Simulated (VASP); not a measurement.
Wanted: the native input for a VASP 6.6.1 run.

```yaml
Task: single point
Functional: PBE
Potentials_or_basis: VASP PAW PBE potentials, release 64 (Ag)
Cutoff: 600 eV
k_mesh: 12 × 12 × 12
Occupations: gaussian, width 0.1 eV
Spin: no spin polarisation
Further_INCAR_settings: ALGO = Fast; EDIFF = 1e-07; NBANDS = 12
```

The structure of Ag lies in POSCAR:

```
Ag
1.0
    0.0000000000      2.0427500000      2.0427500000
    2.0427500000      0.0000000000      2.0427500000
    2.0427500000      2.0427500000      0.0000000000
Ag
1
Direct
    0.0000000000      0.0000000000      0.0000000000
```

The input as run:

INCAR

```
SYSTEM = Ag
  PREC = Accurate
  ENCUT = 600
  EDIFF = 1E-7
  ISMEAR = 0
  SIGMA = 0.1
  LREAL = .False.
  LASPH = .True.
  NELM = 100
  ALGO = Fast
  ISIF = 2
  LWAVE = .False.
  LCHARG = .False.
  GGA = PE
  NBANDS = 12
```

KPOINTS

```
regular mesh
0
Gamma
  12 12 12
  0 0 0
```

Potentials or basis: VASP PAW PBE potentials, release 64 (Ag).

Command:

```bash
$ cat potpaw_PBE.64/Ag/POTCAR > POTCAR
$ mpirun -np 1 vasp_std > vasp.out
```

Results of the run:

```json
{"Pressure": "4.7 GPa", "Band gap on the k mesh": "none (metal or under the smearing width)"}
```

It took 5.6 s on 1 thread of Intel(R) Xeon(R) 6975P-C (Granite Rapids) (shared host), peak memory 0.14 GiB.
